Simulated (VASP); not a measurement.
An input for Ansatz (written as the equivalent of a VASP run, and not itself run):

Ansatz 0.2 input:
```yaml
crystal:
  lattice:
    - [0.0000000, 2.1991439, 2.1991439]
    - [2.1991439, 0.0000000, 2.1991439]
    - [2.1991439, 2.1991439, 0.0000000]
  atoms:
    - { symbol: Si, position: [0.0000000, 0.0000000, 0.0000000] }
    - { symbol: C, position: [0.2500000, 0.2500000, 0.2500000] }
kpoints:
  mp_grid: { grid: [10, 10, 10] }
hamiltonian:
  xc: r2scan
  pseudopotentials: { kind: paw }
scf:
  occupations: { method: gaussian, width: 0.05 }
  max_iter: 100
output: { forces: true, stress: true, eigenvalues: true }
```

Problem. Write the VASP files for the same calculation (r2SCAN).

Solution. This is not unique; one that fits is 
**INCAR**
```
# general
SYSTEM =SiC
PREC   =Accurate
ENCUT  =520
LREAL  =F   # projection in real space or not
LASPH  =T   # aspherical one-centre terms

# electronic loop
EDIFF  =1E-7
NELM   =100   # most electronic steps
ALGO   =Normal   # blocked Davidson
LMIXTAU=T

# smearing
ISMEAR =0
SIGMA  =0.05   # width (eV)

# functional
METAGGA=R2SCAN

# ions
ISIF   =2   # forces and stress, cell fixed

# output
LWAVE  =F
LCHARG =F
```

### POSCAR
```
SiC
1
    0.0000000000     2.1991438692     2.1991438692
    2.1991438692     0.0000000000     2.1991438692
    2.1991438692     2.1991438692     0.0000000000
Si C
1 1
Direct
  0.0000000000   0.0000000000   0.0000000000
  0.2500000000   0.2500000000   0.2500000000
```

File KPOINTS:
```
Automatic mesh
0
Gamma
10 10 10
0 0 0
```

POTCAR, in this order: Si C (PBE.64 set). Program: vasp_std.

The two are equivalent in intent, not identical: each code has its own PAW files, so the cut-off isn't converted (ENCUT is set for VASP's; basis.ecutwfc is left out, and Ansatz then takes the one that its files recommend); Ansatz stops its SCF on the density residual and VASP on the energy change (EDIFF).

The compound is SiC in the zinc blende structure. This cell is one point of a volume scan, at 1.03 of the reference volume.
